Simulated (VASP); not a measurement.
VASP ran on this input.

### POSCAR
```
HgSe
1.0
  0.0000000000   3.0400000000   3.0400000000
  3.0400000000   0.0000000000   3.0400000000
  3.0400000000   3.0400000000   0.0000000000
Hg Se
1 1
Cartesian
  0.0000000000   0.0000000000   0.0000000000
  4.5600000000   4.5600000000   4.5600000000
```

### INCAR
```
# general
SYSTEM  = HgSe
PREC    = Accurate
ENCUT   = 480   # plane-wave cut-off (eV)
LREAL   = .False.   # projection in real space or not
LASPH   = .True.

# electronic loop
EDIFF   = 1E-6
NELM    = 100   # most electronic steps
ALGO    = Normal   # blocked Davidson
LMAXMIX = 6   # l cut-off of mixed one-centre charges

# smearing
ISMEAR  = 0
SIGMA   = 0.05   # width (eV)

# functional
GGA     = PE

# ions
IBRION  = 2
NSW     = 60   # most ionic steps
ISIF    = 3   # ions, shape and volume
EDIFFG  = -0.01   # ionic stop

# output
LWAVE   = .False.
LCHARG  = .False.
```

**KPOINTS**
```
Automatic mesh
0
Gamma
7 7 7
0 0 0
```

POTCAR, in this order: Hg Se (PBE.64 set). Program: vasp_std.

Write an equivalent input for Quantum ESPRESSO's pw.x.

One equivalent input (not run):
```
&CONTROL
  calculation = 'vc-relax'
  pseudo_dir = './pseudo'
  outdir = './out'
  tprnfor = .true.
  tstress = .true.
  nstep = 60
  forc_conv_thr = 0.00039
/
&SYSTEM
  ibrav = 0
  nat = 2
  ntyp = 2
  ecutwfc = 86
  occupations = 'smearing'
  smearing = 'gaussian'
  degauss = 0.003675
  input_dft = 'pbe'
/
&ELECTRONS
  conv_thr = 7.3e-08
  electron_maxstep = 100
/
&IONS
/
&CELL
/
ATOMIC_SPECIES
  Hg 200.592 Hg.upf
  Se 78.971 Se.upf
CELL_PARAMETERS angstrom
     0.0000000    3.0400000    3.0400000
     3.0400000    0.0000000    3.0400000
     3.0400000    3.0400000    0.0000000
ATOMIC_POSITIONS crystal
  Hg   0.0000000  0.0000000  0.0000000
  Se   0.7500000  0.7500000  0.7500000
K_POINTS automatic
  7 7 7 0 0 0
```
The two are equivalent in intent, not identical: the potentials are each code's own (VASP's PAW set, PseudoDojo norm-conserving files in pw.x), so ENCUT and ecutwfc are chosen apart and not converted; conv_thr bounds pw.x's estimated SCF error, while EDIFF bounds the energy change between steps; forc_conv_thr acts on force components and is met together with etot_conv_thr.

The compound is HgSe in the zinc blende structure. This run relaxes it. Symmetry was kept, so distortions that lower it aren't found.
